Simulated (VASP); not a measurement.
The input files of a VASP run:

KPOINTS:
```
K-points
0
Gamma
  16 16 8
0 0 0
```

**INCAR**
```
LMAXMIX = 4   # l cut-off of mixed one-centre charges
SYSTEM = Co
PREC = Accurate
ISPIN = 2   # spin-polarised
LORBIT = 10
LASPH = .TRUE.
LWAVE = .FALSE.
GGA = PS
ALGO = Normal
EDIFF = 1E-7   # SCF stop (eV)
ISMEAR = 1   # Methfessel-Paxton
ENCUT = 480   # plane-wave cut-off (eV)
LCHARG = .FALSE.
MAGMOM = 1.6 1.6
NELM = 100   # most electronic steps
LREAL = .FALSE.   # projection in real space or not
SIGMA = 0.1
ISIF = 2   # forces and stress, cell fixed
```

### POSCAR
```
Co
1
    1.2270483852    -2.1253103672     0.0000000000
    1.2270483852     2.1253103672     0.0000000000
    0.0000000000     0.0000000000     3.9582307857
Co
2
Direct
  0.3333330000   0.6666670000   0.2500000000
  0.6549040122   0.3450959878   0.7500000000
```

POTCAR, in this order: Co (PBE.64 set). Program: vasp_std.

**Question.** Write an equivalent input for Quantum ESPRESSO's pw.x.

**Answer.** One equivalent input (not run):
```
&CONTROL
  calculation = 'scf'
  pseudo_dir = './pseudo'
  outdir = './out'
  tprnfor = .true.
  tstress = .true.
/
&SYSTEM
  ibrav = 0
  nat = 2
  ntyp = 1
  ecutwfc = 96
  occupations = 'smearing'
  smearing = 'methfessel-paxton'
  degauss = 0.00735
  input_dft = 'pbesol'
  nspin = 2
  starting_magnetization(1) = 0.16
/
&ELECTRONS
  conv_thr = 7.3e-09
  electron_maxstep = 100
/
ATOMIC_SPECIES
  Co 58.933 Co.upf
CELL_PARAMETERS angstrom
     1.2270484   -2.1253104    0.0000000
     1.2270484    2.1253104    0.0000000
     0.0000000    0.0000000    3.9582308
ATOMIC_POSITIONS crystal
  Co   0.3333330  0.6666670  0.2500000
  Co   0.6549040  0.3450960  0.7500000
K_POINTS automatic
  16 16 8 0 0 0
```
The two are equivalent in intent, not identical: the potentials are each code's own (VASP's PAW set, PseudoDojo norm-conserving files in pw.x), so ENCUT and ecutwfc are chosen apart and not converted; conv_thr bounds pw.x's estimated SCF error, while EDIFF bounds the energy change between steps; starting_magnetization is a fraction of the valence charge and MAGMOM a moment in μB, so they match only roughly.

The compound is Co in the hcp structure. This cell was strained or had an atom moved on purpose.
